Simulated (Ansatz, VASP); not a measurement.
# CoNiO2 in VASP and in Ansatz

```
Ni Co O
1.0
     3.01433    0.00000    0.00000
     0.00000    3.01433    0.00000
     0.00000    0.00000    4.22229
Ni Co O
1 1 2
Direct
  0.00000 0.00000 0.00000
  0.50000 0.50000 0.50000
  0.00000 0.00000 0.50000
  0.50000 0.50000 0.00000
```

The cell comes from a database or a generator and needn't be the stable form of this composition.

Alike in both runs: task single point; functional PBE; k mesh 9 × 9 × 6; occupations fermi-dirac, width 0.05 eV; collinear spin, ferromagnetic start.

```csv
,VASP,Ansatz
version,VASP 6.6.1,Ansatz 0.2.0
potentials or method,"VASP PAW PBE potentials, release 64 (Ni, Co, O)",Ansatz PAW
plane-wave cutoff (eV),520,420
valence electrons in the cell,31,47
```

|  | VASP | Ansatz | Ansatz less VASP |
| --- | --- | --- | --- |
| gap on the k mesh at the Fermi level (eV) | none | none | - |
| pressure (GPa) | -2.9 | -0.8 | +2.03 |
| largest component of the traceless stress (GPa) | 1.71 | 1.19 | -0.526 |
| net moment per atom (μB) | 1.13 | 1.18 | +0.052 |
| size of the moment on the site where the two differ most (μB) | 0.26 | 0.30 | +0.045 |

Site moments also hang on the region over which each program counts them. A gap of «none» marks a metal or a gap that the smearing closes. The two sets of potentials don't hold the same shells in valence.

Caveats: semilocal functionals often make such compounds metallic where correlation or magnetic order opens a gap, which also shifts bond lengths; the pressure holds a Pulay correction of +0.7 GPa for the finite cutoff (Ansatz). With open d or f shells a metallic result of PBE can be an artefact of self-interaction; +U or a hybrid may open a gap.
